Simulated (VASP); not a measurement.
The system is TiC3.

```
CELL_PARAMETERS angstrom
1.59243 0.91939 5.12273
-1.59243 0.91939 5.12273
0.00000 -1.83878 5.12273
ATOMIC_POSITIONS crystal
Ti 0.00000 0.00000 0.00000
C 0.50000 0.50000 0.50000
C 0.58800 0.58800 0.58800
C 0.41200 0.41200 0.41200
```

The cell was built by a generator and needn't be a form met in nature.

* Program: VASP 6.6.1
* Task: relaxation of cell and atoms
* Functional: PBE
* Potentials or basis: VASP PAW PBE potentials, release 64 (Ti_sv, C)
* Cutoff: 520 eV
* k mesh: 8 × 8 × 8
* Occupations: gaussian, width 0.15 eV
* Spin: no spin polarisation

At the start: pressure -11.0 GPa; volume 11.25 Å³/atom.

How do energy, volume and symmetry change on relaxing?

Over 7 steps the energy falls by 35.6 meV/atom and the volume is 10.85 Å³/atom (-3.6 %); space group R-3m (No. 166, to 0.05 Å).

Step by step:
```
step  energy change (eV)  largest force (eV/Å)  pressure (GPa)  volume (Å³)
   1              0.0000                2.1702          -10.98        45.00
   2              3.0597               20.3013           62.30        40.03
   3             -0.1362                0.2602           -2.37        43.98
   4             -0.1397                0.0154           -1.56        43.88
   5             -0.1403                0.2054           -0.99        43.82
   6             -0.1402                0.2796           -0.70        43.79
   7             -0.1424                0.0087            0.37        43.39
```

Final structure:
```xyz
4
Lattice="1.5871 0.9163 4.9726 -1.5871 0.9163 4.9726 0.0000 -1.8327 4.9726" Properties=species:S:1:pos:R:3 pbc="T T T"
Ti    0.0000    1.8327    9.9453
C     0.0000    0.0000    7.4590
C     0.0000    0.0000    8.7645
C     0.0000    0.0000    6.1534
```
